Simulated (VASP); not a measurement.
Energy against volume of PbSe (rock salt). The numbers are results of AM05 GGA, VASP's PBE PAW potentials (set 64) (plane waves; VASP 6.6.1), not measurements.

| V (Å³/atom) | E (eV/atom) |
|---|---|
| 26.933 | -4.15438 |
| 27.793 | -4.16908 |
| 28.653 | -4.17407 |
| 29.512 | -4.17084 |
| 30.372 | -4.16062 |

Q: Fit a third-order Birch-Murnaghan equation of state.

A: 
```yaml
volume_per_atom: 28.72 Å^3/atom
bulk_modulus: 505 kbar
pressure_derivative_of_the_bulk_modulus: 4.51
lattice_constant_a: 6.125 Å
```

Measured: a 6.105 Å at 120 K (computed value off by +0.3 %), as given by Noda, Masumoto, Ohba, Saito, Toriumi, Iwata, Shibuya, Acta Cryst. C 43, 1443 (1987), by a structure database's card. The calculation is for a static lattice, while the measured a holds thermal and zero-point effects, which are part of the difference.

The compound is PbSe in the rock salt structure. It was relaxed first.
